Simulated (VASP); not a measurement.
Output of a VASP run:

OUTCAR:
```
 ion  position               nearest neighbor table
   1  0.250  0.250  0.250-   3 2.61   3 2.61   3 2.68   3 2.68   2 3.02   2 3.02   2 3.06   2 3.06
                             2 3.08   2 3.08
   2  0.750  0.750  0.750-   3 2.61   3 2.61   3 2.68   3 2.68   1 3.02   1 3.02   1 3.06   1 3.06
                             1 3.08   1 3.08
   3  0.990  0.010  0.010-   1 2.61   2 2.61   2 2.61   1 2.61   2 2.68   1 2.68   1 2.68   2 2.68
  LATTYP: Found a face centered orthorhombic cell.
 ALAT       =     6.0310940000
 B/A-ratio  =     1.0131604648
 C/A-ratio  =     1.0203220179
 Subroutine PRICEL returns:
 Original cell was already a primitive cell.
 Subroutine GETGRP returns: Found  4 space group operations
The static configuration has the point symmetry C_2v.
The dynamic configuration has the point symmetry C_2v.
 Subroutine INISYM returns: Found  4 space group operations
 Subroutine IBZKPT returns following result:
 Found     95 irreducible k-points:

 Following reciprocal coordinates:
            Coordinates               Weight
  0.000000  0.000000  0.000000      1.000000
  0.125000 -0.000000  0.000000      8.000000
  0.250000 -0.000000  0.000000      8.000000
  0.375000 -0.000000 -0.000000      8.000000
  0.500000 -0.000000  0.000000      4.000000
  0.125000  0.125000  0.000000      2.000000
  0.250000  0.125000  0.000000      8.000000
  0.375000  0.125000 -0.000000      8.000000
  0.500000  0.125000 -0.000000      8.000000
 -0.375000  0.125000  0.000000      8.000000
 -0.250000  0.125000  0.000000      8.000000
 -0.125000  0.125000  0.000000      4.000000
  0.250000  0.250000  0.000000      2.000000
  0.375000  0.250000 -0.000000      8.000000
  0.500000  0.250000  0.000000      8.000000
 -0.375000  0.250000  0.000000      8.000000
 -0.250000  0.250000  0.000000      4.000000
  0.375000  0.375000  0.000000      2.000000
  0.500000  0.375000  0.000000      8.000000
 -0.375000  0.375000  0.000000      4.000000
  0.500000  0.500000  0.000000      1.000000
  0.125000  0.000000  0.125000      2.000000
  0.250000  0.000000  0.125000      8.000000
  0.375000 -0.000000  0.125000      8.000000
  0.500000 -0.000000  0.125000      8.000000
 -0.375000  0.000000  0.125000      8.000000
 -0.250000  0.000000  0.125000      8.000000
 -0.125000  0.000000  0.125000      4.000000
  0.000000  0.125000  0.125000      2.000000
  0.250000  0.125000  0.125000      4.000000
  0.375000  0.125000  0.125000      8.000000
  0.500000  0.125000  0.125000      8.000000
 -0.375000  0.125000  0.125000      8.000000
 -0.250000  0.125000  0.125000      8.000000
 -0.125000  0.125000  0.125000      8.000000
  0.375000  0.250000  0.125000      4.000000
  0.500000  0.250000  0.125000      8.000000
 -0.375000  0.250000  0.125000      8.000000
 -0.250000  0.250000  0.125000      8.000000
 -0.125000  0.250000  0.125000      4.000000
   k-points           NKPTS =     95   k-points in BZ     NKDIM =     95   number of bands    NBANDS=     13
   number of dos      NEDOS =    301   number of ions     NIONS =      3
   total plane-waves  NPLWV =  21952
   dimension x,y,z NGX =    28 NGY =   28 NGZ =   28
   dimension x,y,z NGXF=    56 NGYF=   56 NGZF=   56
   ions per type =               2   1
   PREC   = accura    normal or accurate (medium, high low for compatibility)
   ISTART =      0    job   : 0-new  1-cont  2-samecut
   ICHARG =      2    charge: 1-file 2-atom 10-const
   ISPIN  =      1    spin polarized calculation?
   LNONCOLLINEAR =      F non collinear calculations
   LSORBIT =      F    spin-orbit coupling
   INIWAV =      1    electr: 0-lowe 1-rand  2-diag
   ENCUT  =  400.0 eV  29.40 Ry    5.42 a.u.   7.03  7.07  7.00*2*pi/ulx,y,z
   NELM   =    100;   NELMIN=  2; NELMDL= -5     # of ELM steps
   EDIFF  = 0.1E-05   stopping-criterion for ELM
   LREAL  =      F    real-space projection
   NLSPLINE    = F    spline interpolate recip. space projectors
   LMAXMIX     =    6 max onsite mixed and CHGCAR
...
```

**OSZICAR**
```
       N       E                     dE             d eps       ncg     rms          rms(c)
DAV:   1     0.521022388275E+02    0.52102E+02   -0.61769E+03  2622   0.876E+02
DAV:   2    -0.790396002771E+01   -0.60006E+02   -0.55818E+02  2887   0.174E+02
DAV:   3    -0.931357953953E+01   -0.14096E+01   -0.14004E+01  3138   0.260E+01
DAV:   4    -0.932454138799E+01   -0.10962E-01   -0.10957E-01  2893   0.272E+00
DAV:   5    -0.932472465675E+01   -0.18327E-03   -0.18325E-03  3158   0.363E-01    0.869E+00
DAV:   6    -0.834001640990E+01    0.98471E+00   -0.47150E+00  2855   0.241E+01    0.419E+00
DAV:   7    -0.827008182342E+01    0.69935E-01   -0.19142E-01  2680   0.480E+00    0.207E+00
DAV:   8    -0.823790414800E+01    0.32178E-01   -0.26027E-02  3000   0.126E+00    0.392E-01
DAV:   9    -0.823768098587E+01    0.22316E-03   -0.17297E-03  2931   0.457E-01    0.201E-01
DAV:  10    -0.823785868995E+01   -0.17770E-03   -0.29374E-04  2723   0.133E-01    0.402E-02
DAV:  11    -0.823785355462E+01    0.51353E-05   -0.81485E-06  3200   0.249E-02    0.145E-02
DAV:  12    -0.823785691074E+01   -0.33561E-05   -0.60098E-06  2675   0.160E-02    0.454E-03
DAV:  13    -0.823785699784E+01   -0.87107E-07   -0.23174E-07  1870   0.439E-03
   1 F= -.82378570E+01 E0= -.82376223E+01  d E =-.469385E-03
```

File OUTCAR:
```
------------------------ aborting loop because EDIFF is reached ----------------------------------------
  FORCE on cell =-STRESS in cart. coord.  units (eV):
  Direction    XX          YY          ZZ          XY          YZ          ZX
  --------------------------------------------------------------------------------------
  Total        4.7855555      5.1322563      4.6581991      0.0000000      0.0000000      0.0000000
  in kB      135.2381264    145.0357693    131.6390799      0.0000000      0.0000000      0.0000000
  external PRESSURE =     137.3043252 kB  Pullay stress =       0.0000000 kB
  volume of cell :       56.69
      direct lattice vectors                 reciprocal lattice vectors
     0.000000000  3.015547000  3.076829000    -0.163653640  0.165807397  0.162504969
     3.055233000  0.000000000  3.076829000     0.163653640 -0.165807397  0.162504969
     3.055233000  3.015547000  0.000000000     0.163653640  0.165807397 -0.162504969
 POSITION                                       TOTAL-FORCE (eV/Angst)
 -----------------------------------------------------------------------------------
      1.52762      1.50777      1.53841         0.216950      0.000000      0.000000
      4.58285      4.52332      4.61524         0.216950     -0.000000      0.000000
      0.06089      3.01555      3.07683        -0.433900      0.000000      0.000000
 -----------------------------------------------------------------------------------
    total drift:                               -0.000022     -0.000001     -0.000001
  FREE ENERGIE OF THE ION-ELECTRON SYSTEM (eV)
  ---------------------------------------------------
  free  energy   TOTEN  =        -8.2378569978 eV

  energy  without entropy=       -8.2373876133  energy(sigma->0) =       -8.23762231
```
(Selected blocks of OUTCAR.)

### POSCAR
```
AuAl2
1
    0.0000000000     3.0155470000     3.0768290000
    3.0552330000     0.0000000000     3.0768290000
    3.0552330000     3.0155470000     0.0000000000
Al Au
2 1
Direct
  0.2500000000   0.2500000000   0.2500000000
  0.7500000000   0.7500000000   0.7500000000
 -0.0099650000   0.0099650000   0.0099650000
```

Task: Write an INCAR and KPOINTS that could have produced this output.

Result: Several could match; the one computed here: the input of the run itself, PBE GGA, plane waves, VASP's PBE PAW potentials (set 64).

**KPOINTS**
```
K-points
0
gamma
8 8 8
```

INCAR:
```
ALGO = Normal
EDIFF = 1E-6
ENCUT = 400
GGA = PE
ISIF = 2
ISMEAR = 0
LASPH = .TRUE.
LCHARG = .FALSE.
LMAXMIX = 6
LREAL = .FALSE.
LWAVE = .FALSE.
NELECT = 17.5
NELM = 100
PREC = Accurate
SIGMA = 0.05
SYSTEM = AuAl2
```

POTCAR, in this order: Al Au (PBE.64 set). Program: vasp_std.

The cell is charged, with a uniform compensating background.

The compound is AuAl2 in the fluorite structure. The cell was not relaxed at this level, atoms are displaced from their ideal sites. The run is one of a series of settings (ISMEAR = 0, NELECT = 17.5, SIGMA = 0.05 against the base run), some of them coarse on purpose.
